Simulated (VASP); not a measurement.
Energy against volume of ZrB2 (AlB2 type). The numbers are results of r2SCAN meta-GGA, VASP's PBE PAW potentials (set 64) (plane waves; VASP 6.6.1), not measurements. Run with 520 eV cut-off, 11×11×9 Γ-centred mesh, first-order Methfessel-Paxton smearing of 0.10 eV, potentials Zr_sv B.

Shape and ions are relaxed at each volume.

| V (Å³/atom) | E (eV/atom) |
|---|---|
| 9.674 | -13.51608 |
| 9.982 | -13.53971 |
| 10.291 | -13.54706 |
| 10.600 | -13.54036 |

Fit these four points and predict the energy of the run at 10.909 Å³/atom.

A cubic in V^(−2/3), the third-order Birch-Murnaghan form, passes through the four points with V0 = 10.29 Å³/atom and B0 = 242 GPa, and gives -13.5216 eV/atom there. The run gave -13.5215 eV/atom, +0.1 meV/atom from the fit; all five points give B0 = 242 GPa.

The compound is ZrB2 in the AlB2 type structure. It was relaxed first.
